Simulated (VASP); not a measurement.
Input:

```xyz
2
Lattice="2.7510 0.0000 0.0000 0.0000 2.7510 0.0000 0.0000 0.0000 2.7510" Properties=species:S:1:pos:R:3 pbc="T T T"
Be     0.0000     0.0000     0.0000
Rh     1.3755     1.3755     1.3755
```

All values below come from PBEsol GGA with spin-orbit coupling, VASP's PBE PAW potentials (set 64) (plane waves; VASP 6.6.1). Run with 400 eV cut-off, 12×12×12 Γ-centred mesh, Gaussian smearing of 0.050 eV, potentials Be Rh_pv.

Problem. Give the energies of bands 7 to 20 at the high-symmetry points, in eV from the Fermi level.

Solution. 
```
band      Γ      X      M      R
----  -----  -----  -----  -----
7     -8.82  -6.08  -5.87  -5.43
8     -8.82  -6.08  -5.87  -5.43
9     -4.36  -3.73  -3.46  -5.43
10    -4.36  -3.73  -3.46  -5.43
11    -4.36  -3.50  -1.47  -5.30
12    -4.36  -3.50  -1.47  -5.30
13    -0.11  -2.22  -1.32   1.39
14    -0.11  -2.22  -1.32   1.39
15    -0.11  -2.08  -0.81   1.39
16    -0.11  -2.08  -0.81   1.39
17     0.16   0.18  -0.54   6.10
18     0.16   0.18  -0.54   6.10
19     6.61   2.51   1.29   6.95
20     6.61   2.51   1.29   6.95
```

It has no gap at this level: it comes out as a metal or semimetal.

The structure comes from a computed database's BeRh entry (Pm-3m); how it stands against other phases isn't given here. It was relaxed first.
